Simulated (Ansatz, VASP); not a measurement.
**Cross-check of SnTe between VASP and Ansatz**

One calculation is typed for both programs; each brings its own data sets. How far apart do they land? The cell is taken from a series of runs on this material, whose earlier steps may have relaxed, scaled, displaced or heated it; both programs get it as it stands.

Method: plane waves, with VASP 6.6.1 beside it; PBEsol, in Ansatz 0.2.0.

### 1. The structure

It takes space group R-3m (No. 166, trigonal). The conventional cell has a = 4.402 Å, b = 4.402 Å, c = 11.004 Å, α = 90.00°, β = 90.00°, γ = 120.00°. Sn has 6 Te at 3.13 Å nearest. Nearest to Te lie 6 Sn at 3.13 Å. Farther neighbours and most contacts between anions are not listed.

### 2. Ansatz: zone-centre phonons, PBEsol

Ansatz runs on its PAW soft_1 files.

Second derivatives magnify differences that forces hide, and they need a tight electronic threshold.

input.yaml reads:

```yaml
crystal:
  lattice:
    - [0.0426594745, 3.155349214, 3.155349214]
    - [3.155349214, 0.0426594745, 3.155349214]
    - [3.155349214, 3.155349214, 0.0426594745]
  atoms:
    - { symbol: Sn, position: [0.0, 0.0, 0.0] }
    - { symbol: Te, position: [0.5, 0.5, 0.5] }
kpoints:
  mp_grid: { grid: [12, 12, 12] }
hamiltonian:
  xc: pbesol
  pseudopotentials: { kind: paw, azcp: { folder: soft_1 }, xc_functional: pbe }
scf:
  occupations: { method: gaussian, width: 0.01 }
output:
  eigenvalues: true
phonons:
  method: dfpt
```

Command:

```
ansatz run input.yaml --threads 4 --pin off --max-ram 10240MiB --backend cpu --events-out ev --progress --plain --runs-dir out
```

Numbers of over 12 decimals in the logs are rounded to 6 here.

The log of the run:

```text
Engine: ansatz 0.2.0, x86_64-unknown-linux-gnu
Pseudopotentials: kind: paw
Pseudopotential: Sn, paw, valence charge 14, recommended cutoff 420 eV (normal), soft_1/Sn.paw.azcp
Pseudopotential: Te, paw, valence charge 16, recommended cutoff 420 eV (normal), soft_1/Te.paw.azcp
Functional definition: PBEsol
  exchange = pbesol_x
  correlation = pbesol_c
Crystal: 2 atoms, lattice volume = 61.557 Å³
Basis set: ecut = 420 eV, 1243 PW (Γ), exchange–correlation on 60×60×60 points (8 copies of the dense FFT grid, shifted against one another)
Bands: 19, of which v1, the nominal top of the filled ones, is band 15 counted from 1 (14 counted from 0)
Symmetry: 12 space group operations
k-points: 476 of 1728 (irreducible under 2 space group operations, time reversal used)
Non-local potential: Sn, projectors of the file, l = 0: 2, l = 1: 2, l = 2: 2, l = 3: 1
Non-local potential: Te, projectors of the file, l = 0: 2, l = 1: 2, l = 2: 2, l = 3: 1
PAW form: soft (Blöchl's): semilocal exchange-correlation on the pseudo side does not see the compensation charge
PAW frozen core: Sn, regenerated for the run's functional, and the local potential with it (the file was generated under x = pbe(κ = 0.804, μ = 0.219515), c = pbe(β = 0.066725))
PAW frozen core: Te, regenerated for the run's functional, and the local potential with it (the file was generated under x = pbe(κ = 0.804, μ = 0.219515), c = pbe(β = 0.066725))
PAW one-centre angular grid: Sn, 590 points (default); XC on 64 Gauss nodes
PAW one-centre angular grid: Te, 590 points (default); XC on 64 Gauss nodes
Initial density: superposition of atomic densities (chi_scale 0.1, normalization cell, long waves kept (reshape's long-wave potential 0.00 eV rms))
Initial wavefunctions: pseudopotential atomic-orbital guess
Functional: x = pbesol(κ = 0.804, μ = 0.123457), c = pbesol(β = 0.046)
SCF iter   1: F=—  HF=-12852.009624 eV  |F-HF|=—  |Δ(HF+E_count)|=         —  Δρ=1.08e-2  dr2=6.86e-2  ethr=3.10e-3  ⟨swp⟩=7.5  Hψ=52549  notcnv=0
preconditioner: auto → none  [insulator: Δε(μ)=0.057 eV  Ē_g=8.743 eV  σ=0.010 eV  W_gap=1.00  n_scr=14 (ndim 8)  ℏωp=15.0 eV  f_vac=0.000  D(μ)=0.00/eV (n_scr^D=0)  ε∞_Penn≈3.9]
SCF iter   2: F=—  HF=-12852.004845 eV  |F-HF|=—  |Δ(HF+E_count)|=   4.78e-3  Δρ=5.39e-3  dr2=1.80e-2  ethr=2.29e-4  ⟨swp⟩=2.0  Hψ=14736  notcnv=0
SCF iter   3: F=—  HF=-12852.004960 eV  |F-HF|=—  |Δ(HF+E_count)|=   1.15e-4  Δρ=3.14e-4  dr2=2.65e-5  ethr=6.01e-5  ⟨swp⟩=3.2  Hψ=14427  notcnv=0
SCF iter   4: F=—  HF=-12852.004975 eV  |F-HF|=—  |Δ(HF+E_count)|=   1.45e-5  Δρ=7.60e-5  dr2=1.64e-6  ethr=8.84e-8  ⟨swp⟩=2.1  Hψ=17225  notcnv=0
SCF iter   5: F=—  HF=-12852.004976 eV  |F-HF|=—  |Δ(HF+E_count)|=   8.48e-7  Δρ=2.09e-5  dr2=1.05e-7  ethr=5.46e-9  ⟨swp⟩=2.0  Hψ=13804  notcnv=0
SCF iter   6: F=—  HF=-12852.004976 eV  |F-HF|=—  |Δ(HF+E_count)|=   1.64e-7  Δρ=1.91e-6  dr2=1.93e-9  ethr=3.49e-10  ⟨swp⟩=2.0  Hψ=13804  notcnv=0
SCF iter   7: F=—  HF=-12852.004976 eV  |F-HF|=—  |Δ(HF+E_count)|=  5.44e-10  Δρ=3.50e-7  dr2=3.63e-11  ethr=6.44e-12  ⟨swp⟩=2.3  Hψ=14438  notcnv=0
SCF iter   8: F=-12852.004976 eV  HF=-12852.004976 eV  |F-HF|=3.64e-12  |Δ(HF+E_count)|=  4.91e-11  Δρ=5.18e-8  dr2=1.49e-12  ethr=1.00e-12  ⟨swp⟩=7.0  Hψ=46805  notcnv=0
SCF 1 converged in 8 iterations: F = -12852.004976 eV  dr2 = 1.49e-12
  greatest PAW one-centre occupation: 0.998 electrons in one spin orbital (limit 2), on the Te atom at site 1 (counted from 0), in its partial waves of l = 2
DFPT response loops at Γ: preconditioner auto → Kerker (q_TF=auto, 2.420 Å⁻¹) (partly filled bands, converged f_vac=0.004); β = 1.00, the filter's whole step (`scf.mixing.beta` (0.50) is not read by the response loops under this deck's `scf.mixing.preconditioner`; to damp them name `kerker` or `kerker_dos`, under which they read `scf.mixing.beta`, and type it under 1.00, their step now; both keys bind the ground state too); Broyden in place of MSR1
SCF converged after 8 iterations
Free energy (F): -12852.004976 eV
Harris-Foulkes:  -12852.004976 eV  (|F-HF|=3.64e-12)
Internal energy: -12852.004976 eV  (E = F + TS)
E sigma→0 (E₀):  -12852.004976 eV
Entropy (-TS):   -0.000000 eV (-0.000 meV/atom)
Fermi energy:    9.867012 eV
--- Per-component energies (eV) ---
  E_band       = -349.699597
  E_kinetic    = 339.684387
  E_local      = -2658.873114  (includes V_loc(G=0)·N_el)
  E_nonlocal   = 215.604219
  E_hartree    = 1327.356270
  E_xc         = -246.570599
  E_vxc        = -182.602187  (∫ρ·V_xc dr)
  E_paw        = -8888.436969  (= ΣΔE_a)
  E_vpaw       = -718.225871  (= ΣTr[D̂ρ^β])
  E_aug_tail   = 0.000377  (compensation charges beyond the density's cutoff)
  E_ewald      = -2941.429197
  E_core_change = 0.659651  (= ΣΔE_core)
  E_smearing   = -0.000000  (= −TS)
  E_closure    = 0.000000  (closes the sum)
  Σ components = -12852.004976   (vs F -12852.004976, Δ=0.00e0)
--- Band table (eV; the first three rows and the last of 476) ---
  k-point 0: bands = [... 11 lower, 5.1391, 7.4911, 7.6890, 7.6890, 13.1487, 13.1487, 13.2094, 14.3445]
  k-point 1: bands = [... 11 lower, 4.7769, 7.5197, 7.6954, 7.9310, 12.7933, 12.7998, 12.8557, 14.4482]
  k-point 2: bands = [... 11 lower, 3.9891, 7.5637, 7.7195, 8.4090, 12.0570, 12.0863, 12.1479, 14.4848]
  k-point 475: bands = [... 11 lower, 1.2940, 8.0356, 8.0356, 9.8493, 10.0475, 10.2242, 10.2242, 17.4404]
--- Phonons (Γ-DFPT): 2 representative perturbations + reference, on 476 of 1728 k-points (Σ response iterations 6) ---
  k mesh reduced under 2 symmetry operations, with k and −k counted as one. Each operation leaves every solved perturbation unchanged. A smaller set is not used because it would not reduce the number of displacements times k-points to solve
  ASR residual: 3.083e-5 → 0.000e0 eV/Å²; symmetrization residual: 7.636e-6 eV/Å²
  ASR residual per site (eV/Å²): 3.08e-5 2.29e-5
  Γ frequencies (cm⁻¹): 0.00 0.00 0.00 24.67 39.80 39.80
  non-analytic LO–TO correction: not included (Born effective charges unavailable; polar crystals: no LO–TO splitting at Γ)
```

The column dr2 measures how far the density is from self-consistency, as an energy; F and HF (Harris–Foulkes) agree once it is small.

### 3. VASP: zone-centre phonons, PBEsol

The same cell, functional, mesh and smearing now go to VASP, with its own data sets.

Lines of VASP's logs that name or quote its potential files are left out, and so is its time.

INCAR reads:

```
SYSTEM = SnTe
PREC = Accurate
ENCUT = 500
EDIFF = 1E-08
NELM = 120
ISMEAR = 0
SIGMA = 0.01
LREAL = .FALSE.
ALGO = Normal
GGA = PS
NBANDS = 16
LORBIT = 11
LWAVE = .FALSE.
LCHARG = .FALSE.
ISIF = 2
IBRION = 8
LASPH = .TRUE.
GGA_COMPAT = .FALSE.
KPAR = 2
```

POSCAR reads:

```
SnTe
1.0
    0.0426594745      3.1553492140      3.1553492140
    3.1553492140      0.0426594745      3.1553492140
    3.1553492140      3.1553492140      0.0426594745
Sn Te
1 1
Direct
    0.0000000000      0.0000000000      0.0000000000
    0.5000000000      0.5000000000      0.5000000000
```

KPOINTS reads:

```
Automatic mesh
0
Gamma
12 12 12
0 0 0
```

PAW data sets: Sn_d and Te (PBE family, release 64).

Command:

```
mpirun -np 2 vasp_std
```

The log of the run:

```text
[banner, memory and clock lines left out]
running    2 mpi-ranks, on    1 nodes
 distrk:  each k-point on    1 cores,    2 groups
 distr:  one band on    1 cores,    1 groups

 POSCAR found type information on POSCAR SnTe
 POSCAR found :  2 types and       2 ions
|                                                                             |
|               ----> ADVICE to this user running VASP <----                  |
|                                                                             |
|     You enforced a specific xc type in the INCAR file but a different       |
|     [... a line on the potential file left out ...]
|     I HOPE YOU KNOW WHAT YOU ARE DOING!                                     |
|                                                                             |

 LDA part: xc-table for (Slater+PW92), standard interpolation
 POSCAR, INCAR and KPOINTS ok, starting setup
 FFT: planning ... GRIDC
 FFT: planning ... GRID_SOFT
 FFT: planning ... GRID
 WAVECAR not read
 entering main loop
       N       E                     dE             d eps       ncg     rms          rms(c)
DAV:   1     0.120904547440E+03    0.12090E+03   -0.94681E+03  6120   0.141E+03
DAV:   2     0.155810449359E+01   -0.11935E+03   -0.11686E+03  6592   0.342E+02
DAV:   3    -0.812604760767E+01   -0.96842E+01   -0.96414E+01  7728   0.865E+01
DAV:   4    -0.837812434134E+01   -0.25208E+00   -0.25204E+00  7256   0.153E+01
DAV:   5    -0.838901855636E+01   -0.10894E-01   -0.10894E-01  9040   0.290E+00    0.489E+00
DAV:   6    -0.833898584524E+01    0.50033E-01   -0.11157E-01  8680   0.273E+00    0.306E+00
DAV:   7    -0.833682300123E+01    0.21628E-02   -0.43546E-02  7856   0.135E+00    0.668E-01
DAV:   8    -0.833617008901E+01    0.65291E-03   -0.67950E-03  7728   0.732E-01    0.152E-01
DAV:   9    -0.833623723777E+01   -0.67149E-04   -0.49933E-04  8280   0.210E-01    0.408E-02
DAV:  10    -0.833622108242E+01    0.16155E-04   -0.58623E-05  8064   0.728E-02    0.209E-02
DAV:  11    -0.833622039156E+01    0.69086E-06   -0.23639E-05  8048   0.426E-02    0.201E-02
DAV:  12    -0.833622025412E+01    0.13744E-06   -0.19137E-06  7688   0.121E-02    0.102E-02
DAV:  13    -0.833622010018E+01    0.15393E-06   -0.14986E-07  7840   0.282E-03    0.415E-03
DAV:  14    -0.833622013188E+01   -0.31696E-07   -0.65541E-08  7752   0.339E-03    0.192E-03
DAV:  15    -0.833622010119E+01    0.30686E-07   -0.15858E-08  5416   0.772E-04    0.809E-04
DAV:  16    -0.833622011482E+01   -0.13622E-07   -0.15405E-09  3936   0.267E-04    0.736E-04
DAV:  17    -0.833622012647E+01   -0.11656E-07   -0.35907E-10  3872   0.206E-04    0.222E-04
DAV:  18    -0.833622012959E+01   -0.31164E-08   -0.10100E-10  3760   0.863E-05
   1 F= -.83362201E+01 E0= -.83362200E+01  d E =-.277261E-06
 Linear response reoptimize wavefunctions to high precision
DAV:   1    -0.833622013092E+01   -0.13279E-08   -0.32075E-11  4088   0.749E-05
DAV:   2    -0.833622013088E+01    0.38199E-10   -0.99584E-12  3624   0.293E-05
 Linear response DOF=           2
 Linear response progress:
  Degree of freedom:   1/  2
       N       E                     dE             d eps       ncg     rms          rms(c)
RMM:   1    -0.215289695152E+00   -0.21529E+00    0.30497E-01 18394   0.104E+01
RMM:   2    -0.220538608900E+00   -0.52489E-02   -0.11965E-02 27131   0.869E-01    0.811E-02
RMM:   3    -0.220374519596E+00    0.16409E-03   -0.93106E-04 29970   0.244E-01    0.436E-02
RMM:   4    -0.220081096164E+00    0.29342E-03   -0.85267E-05 29931   0.737E-02    0.856E-03
RMM:   5    -0.220070794304E+00    0.10302E-04   -0.79729E-06 30913   0.226E-02    0.365E-03
RMM:   6    -0.220076107208E+00   -0.53129E-05   -0.13082E-06 30400   0.765E-03    0.129E-03
RMM:   7    -0.220075453140E+00    0.65407E-06   -0.36061E-07 31174   0.298E-03    0.725E-04
RMM:   8    -0.220072414949E+00    0.30382E-05    0.23464E-07 30391   0.129E-03    0.181E-04
RMM:   9    -0.220072493705E+00   -0.78757E-07    0.28883E-07 32042   0.574E-04    0.202E-04
RMM:  10    -0.220072162077E+00    0.33163E-06    0.51948E-07 31369   0.280E-04    0.140E-04
RMM:  11    -0.220072146397E+00    0.15679E-07    0.37428E-07 33473   0.138E-04    0.166E-04
RMM:  12    -0.220072130471E+00    0.15926E-07    0.19261E-07 31338   0.818E-05    0.263E-04
RMM:  13    -0.220071895074E+00    0.23540E-06    0.85286E-08 28968   0.505E-05    0.134E-04
RMM:  14    -0.220071537550E+00    0.35752E-06    0.45131E-08 30715   0.483E-05    0.748E-05
RMM:  15    -0.220071517958E+00    0.19592E-07    0.15635E-08 32824   0.237E-05    0.893E-05
RMM:  16    -0.220071659088E+00   -0.14113E-06    0.74439E-09 28588   0.200E-05    0.308E-06
RMM:  17    -0.220071699822E+00   -0.40734E-07    0.35440E-09 30960   0.137E-05    0.261E-05
RMM:  18    -0.220071692272E+00    0.75496E-08    0.34193E-09 21987   0.958E-06    0.250E-05
 first order change of Fermi-energy  -0.29127E-04
 force on displaced ion       1 direction 1 :  -0.314   0.063   0.063
 Linear response progress:
  Degree of freedom:   2/  2
       N       E                     dE             d eps       ncg     rms          rms(c)
RMM:   1    -0.468447267395E-01   -0.46845E-01    0.66986E-02 32959   0.873E-01
RMM:   2    -0.473520419320E-01   -0.50732E-03   -0.19871E-03 28753   0.218E-01    0.642E-02
RMM:   3    -0.475306927389E-01   -0.17865E-03   -0.16023E-04 29151   0.624E-02    0.476E-02
RMM:   4    -0.477978505387E-01   -0.26716E-03   -0.23959E-05 28816   0.314E-02    0.588E-03
RMM:   5    -0.478071311843E-01   -0.92806E-05   -0.10463E-06 29775   0.745E-03    0.308E-03
RMM:   6    -0.478052137426E-01    0.19174E-05   -0.94523E-08 28968   0.217E-03    0.692E-04
RMM:   7    -0.478045712543E-01    0.64249E-06   -0.17958E-09 29730   0.493E-04    0.140E-04
RMM:   8    -0.478044927755E-01    0.78479E-07   -0.52245E-08 29253   0.159E-04    0.298E-05
RMM:   9    -0.478043933352E-01    0.99440E-07    0.23511E-07 31484   0.524E-05    0.192E-05
RMM:  10    -0.478044630597E-01   -0.69725E-07    0.25694E-07 32183   0.155E-05    0.312E-06
RMM:  11    -0.478044403640E-01    0.22696E-07    0.42697E-08 29452   0.760E-06    0.106E-06
RMM:  12    -0.478044422811E-01   -0.19171E-08   -0.17920E-08 22004   0.434E-06    0.581E-07
 first order change of Fermi-energy   0.32040E-03
 force on displaced ion       2 direction 1 :  -0.325   0.073   0.073
 Linear response finished
```

OUTCAR, selected parts (step 3):

```text
ion  position               nearest neighbor table
   1  0.000  0.000  0.000-   2 3.13   2 3.13   2 3.13   2 3.13   2 3.13   2 3.13
   2  0.500  0.500  0.500-   1 3.13   1 3.13   1 3.13   1 3.13   1 3.13   1 3.13

  LATTYP: Found a trigonal (rhomboedric) cell.
 ALAT       =     4.4625415578
 COS(alpha) =     0.5134728045

 Subroutine GETGRP returns: Found 12 space group operations
 (whereof 12 operations were pure point group operations)

The static configuration has the point symmetry D_3d.

 Found    189 irreducible k-points:

   k-points           NKPTS =    189   k-points in BZ     NKDIM =    189   number of bands    NBANDS=     16

   dimension x,y,z NGX =    36 NGY =   36 NGZ =   36
   dimension x,y,z NGXF=    72 NGYF=   72 NGZF=   72

   ENCUT  =  500.0 eV  36.75 Ry    6.06 a.u.   8.14  8.14  8.14*2*pi/ulx,y,z

   NELECT =      20.0000    total number of electrons

 k-points in reciprocal lattice and weights: Automatic mesh
   0.00000000  0.00000000  0.00000000       0.001
   0.08333333  0.00000000 -0.00000000       0.003
   0.16666667  0.00000000  0.00000000       0.003
   0.25000000 -0.00000000 -0.00000000       0.003
   0.33333333  0.00000000  0.00000000       0.003
   0.41666667  0.00000000  0.00000000       0.003
   0.50000000 -0.00000000 -0.00000000       0.002
   0.08333333  0.08333333  0.00000000       0.003
   0.16666667  0.08333333 -0.00000000       0.007
[...]
-0.41666667  0.50000000  0.41666667       0.003
   0.50000000  0.50000000  0.50000000       0.001

 average (electrostatic) potential at core
       1-100.2091       2 -87.5376

  Total        0.1867047      0.1867047      0.1867047     -0.0918273     -0.0918273     -0.0918273
  in kB        4.8594924      4.8594924      4.8594924     -2.3900528     -2.3900528     -2.3900528
  external PRESSURE =       4.8594924 kB  Pullay stress =       0.0000000 kB

  energy-cutoff  :      500.00
  volume of cell :       61.56
      direct lattice vectors                 reciprocal lattice vectors
     0.042659475  3.155349214  3.155349214    -0.161711343  0.159554213  0.159554213
     3.155349214  0.042659475  3.155349214     0.159554213 -0.161711343  0.159554213
     3.155349214  3.155349214  0.042659475     0.159554213  0.159554213 -0.161711343

 POSITION                                       TOTAL-FORCE (eV/Angst)
 -----------------------------------------------------------------------------------
      0.00000      0.00000      0.00000        -0.000000      0.000000     -0.000000
      3.17668      3.17668      3.17668         0.000000     -0.000000      0.000000
 -----------------------------------------------------------------------------------
    total drift:                               -0.000000      0.000000      0.000000

 Eigenvectors and eigenvalues of the dynamical matrix
 ----------------------------------------------------

   1 f  =    1.241174 THz     7.798526 2PiTHz   41.401104 cm-1     5.133080 meV
             X         Y         Z           dx          dy          dz
      0.000000  0.000000  0.000000    -0.351831   -0.223434    0.575265
      3.176679  3.176679  3.176679     0.348583    0.221371   -0.569954

   2 f  =    1.241174 THz     7.798526 2PiTHz   41.401104 cm-1     5.133080 meV
             X         Y         Z           dx          dy          dz
      0.000000  0.000000  0.000000     0.461129   -0.535259    0.074130
      3.176679  3.176679  3.176679    -0.456872    0.530317   -0.073445

   3 f  =    0.852807 THz     5.358344 2PiTHz   28.446577 cm-1     3.526924 meV
             X         Y         Z           dx          dy          dz
      0.000000  0.000000  0.000000     0.420740    0.420740    0.420740
      3.176679  3.176679  3.176679    -0.395362   -0.395362   -0.395362

   4 f/i=    0.011117 THz     0.069852 2PiTHz    0.370835 cm-1     0.045978 meV
             X         Y         Z           dx          dy          dz
      0.000000  0.000000  0.000000     0.395362    0.395362    0.395362
      3.176679  3.176679  3.176679     0.420740    0.420740    0.420740

   5 f/i=    0.016649 THz     0.104606 2PiTHz    0.555335 cm-1     0.068853 meV
             X         Y         Z           dx          dy          dz
      0.000000  0.000000  0.000000    -0.042382    0.517512   -0.475130
      3.176679  3.176679  3.176679    -0.042777    0.522334   -0.479557

   6 f/i=    0.016649 THz     0.104606 2PiTHz    0.555335 cm-1     0.068853 meV
             X         Y         Z           dx          dy          dz
      0.000000  0.000000  0.000000    -0.573102    0.249847    0.323255
      3.176679  3.176679  3.176679    -0.578442    0.252175    0.326267

 ELASTIC MODULI CONTR FROM IONIC RELAXATION (kBar)
 Direction    XX          YY          ZZ          XY          YZ          ZX
 --------------------------------------------------------------------------------
 XX           0.0000      0.0000      0.0000      0.0000      0.0000      0.0000
 YY           0.0000      0.0000      0.0000      0.0000      0.0000      0.0000
 ZZ           0.0000      0.0000      0.0000      0.0000      0.0000      0.0000
 XY           0.0000      0.0000      0.0000      0.0000      0.0000      0.0000
 YZ           0.0000      0.0000      0.0000      0.0000      0.0000      0.0000
 ZX           0.0000      0.0000      0.0000      0.0000      0.0000      0.0000
 --------------------------------------------------------------------------------
```

### 4. Differences

Known differences besides the potentials themselves: the data sets hold 30 valence electrons in Ansatz (on its PAW soft_1 files) and 20 in VASP; the cutoff is 420 eV in Ansatz and 500 eV in VASP; Ansatz makes its cores anew for this functional, VASP keeps those of its PBE data sets. Total energies have different zeros and are not compared.

The two programs side by side:

```tsv
quantity	Ansatz	VASP	difference
optical mode 1 (cm⁻¹)	24.7	28.4	-3.8
optical mode 2 to 3 (cm⁻¹)	39.8	41.4	-1.6
```

Modes are paired by rising frequency, not by their patterns, so a pair may set unlike modes beside each other; they are those without the splitting of longitudinal modes.

### 5. Results

```
r.m.s. difference of the optical zone-centre modes, each program's sorted by frequency (zone-centre phonons, PBEsol) : 2.5 cm⁻¹
```

In words: The r.m.s. difference of the optical zone-centre modes, each program's sorted by frequency is 2.5 cm⁻¹ (zone-centre phonons, PBEsol). The data sets hold unlike numbers of valence electrons (30 in Ansatz and 20 in VASP), so part of the differences may come from the potentials. How closely two codes agree says nothing of how well the functional describes the real material.

[Lines on the potential files, build, host, timing and source positions are cut from VASP's logs without a mark.]

[Logs are printed without paths, hosts, clocks, repeated set-up lines and the standing remarks that a program may print on its own settings, such as how far it seeks lower states.]

[Hosts, paths, dates, database ids (printed as entryN), source tags and the programs' standing remarks are cut or masked in the printed files.]
